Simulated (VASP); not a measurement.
Output of a VASP run:

OSZICAR:
```
       N       E                     dE             d eps       ncg     rms          rms(c)
DAV:   1     0.767198098643E+02    0.76720E+02   -0.12556E+04  2394   0.109E+03
DAV:   2    -0.608891273881E+02   -0.13761E+03   -0.12959E+03  3387   0.204E+02
DAV:   3    -0.673617842978E+02   -0.64727E+01   -0.64428E+01  2954   0.464E+01
DAV:   4    -0.674606194366E+02   -0.98835E-01   -0.98698E-01  2971   0.642E+00
DAV:   5    -0.674630274542E+02   -0.24080E-02   -0.24075E-02  2914   0.946E-01    0.173E+01
RMM:   6    -0.602157016233E+02    0.72473E+01   -0.20667E+01  2394   0.215E+01    0.800E+00
RMM:   7    -0.603900531007E+02   -0.17435E+00   -0.85827E+00  2394   0.148E+01    0.379E+00
RMM:   8    -0.602865422404E+02    0.10351E+00   -0.10904E+00  2394   0.598E+00    0.124E+00
RMM:   9    -0.602680768530E+02    0.18465E-01   -0.63835E-02  2394   0.206E+00    0.400E-01
RMM:  10    -0.602630774558E+02    0.49994E-02   -0.30735E-02  2435   0.868E-01    0.130E-01
RMM:  11    -0.602639056327E+02   -0.82818E-03   -0.40205E-03  2438   0.359E-01    0.867E-02
RMM:  12    -0.602638720547E+02    0.33578E-04   -0.18586E-03  2481   0.207E-01    0.148E-02
RMM:  13    -0.602639111760E+02   -0.39121E-04   -0.43848E-04  2461   0.111E-01    0.241E-02
RMM:  14    -0.602639119047E+02   -0.72877E-06   -0.45972E-05  1820   0.420E-02
   1 F= -.60263912E+02 E0= -.60263912E+02  d E =-.602639E+02
       N       E                     dE             d eps       ncg     rms          rms(c)
DAV:   1    -0.602695278850E+02   -0.56167E-02   -0.16368E+00  2894   0.919E+00    0.378E-01
RMM:   2    -0.602682682108E+02    0.12597E-02   -0.22693E-02  2394   0.944E-01    0.139E-01
RMM:   3    -0.602680293625E+02    0.23885E-03   -0.50999E-03  2394   0.389E-01    0.569E-02
RMM:   4    -0.602680341944E+02   -0.48320E-05   -0.54449E-04  2428   0.155E-01    0.257E-02
RMM:   5    -0.602680349392E+02   -0.74481E-06   -0.13748E-04  2417   0.748E-02    0.801E-03
RMM:   6    -0.602680363741E+02   -0.14348E-05   -0.27613E-05  1626   0.322E-02
   2 F= -.60268036E+02 E0= -.60268036E+02  d E =-.412447E-02
       N       E                     dE             d eps       ncg     rms          rms(c)
DAV:   1    -0.602693511273E+02   -0.13162E-02   -0.16737E-01  2769   0.294E+00    0.121E-01
RMM:   2    -0.602692155863E+02    0.13554E-03   -0.22427E-03  2394   0.298E-01    0.437E-02
RMM:   3    -0.602691914954E+02    0.24091E-04   -0.51178E-04  2394   0.123E-01    0.181E-02
RMM:   4    -0.602691917147E+02   -0.21922E-06   -0.50617E-05  2189   0.483E-02
   3 F= -.60269192E+02 E0= -.60269192E+02  d E =-.527981E-02
```

### OUTCAR
```
------------------------ aborting loop because EDIFF is reached ----------------------------------------
  FORCE on cell =-STRESS in cart. coord.  units (eV):
  Direction    XX          YY          ZZ          XY          YZ          ZX
  --------------------------------------------------------------------------------------
  Total       -0.5805730     -0.5805730     -0.5908562      0.0000000      0.0000000      0.0000000
  in kB      -11.0787203    -11.0787210    -11.2749498      0.0000000      0.0000000      0.0000000
  external PRESSURE =     -11.1441304 kB  Pullay stress =       0.0000000 kB
  volume of cell :       83.96
      direct lattice vectors                 reciprocal lattice vectors
     1.546993609 -2.679471614  0.000000000     0.323207541 -0.186603955  0.000000000
     1.546993609  2.679471614  0.000000000     0.323207541  0.186603955  0.000000000
     0.000000000  0.000000000 10.127683410     0.000000000  0.000000000  0.098739263
  FREE ENERGIE OF THE ION-ELECTRON SYSTEM (eV)
  ---------------------------------------------------
  free  energy   TOTEN  =       -60.2691917147 eV

  energy  without entropy=      -60.2691917147  energy(sigma->0) =      -60.26919171

 reached required accuracy - stopping structural energy minimisation
```
(Selected blocks of OUTCAR.)

### POSCAR
```
SiC
1
    1.5469936087    -2.6794716137     0.0000000000
    1.5469936087     2.6794716137     0.0000000000
    0.0000000000     0.0000000000    10.1276834096
Si C
4 4
Direct
  0.0000000000   0.0000000000   0.0000000000
  0.0000000000   0.0000000000   0.5000000000
  0.6666670000   0.3333330000   0.7501800000
  0.3333330000   0.6666670000   0.2501800000
  0.0000000000   0.0000000000   0.8121600000
  0.0000000000   0.0000000000   0.3121600000
  0.6666670000   0.3333330000   0.5632900000
  0.3333330000   0.6666670000   0.0632900000
```

Task: Write an INCAR and KPOINTS that could have produced this output.

Result: One answer among several that fit: the input of the run itself, PBE GGA, plane waves, VASP's PBE PAW potentials (set 64).

File KPOINTS:
```
Regular mesh
0
Gamma
12 12 4
```

### INCAR
```
SYSTEM = SiC
PREC = Normal; ENCUT = 400; LREAL = .False.
LASPH = .True.
EDIFF = 1E-5; NELM = 100; NELMIN = 4
ALGO = Fast
ISMEAR = 0; SIGMA = 0.05
GGA = PE
IBRION = 2; NSW = 20; ISIF = 2
EDIFFG = -0.03
LWAVE = .True.; LCHARG = .False.
```

POTCAR, in this order: Si C (PBE.64 set). Program: vasp_std.

At this cut-off the stress carries a Pulay error, which pulls relaxed volumes low.

The compound is SiC in the 4h structure. This run relaxes the ions in a fixed cell. Symmetry was kept, so distortions that lower it aren't found.
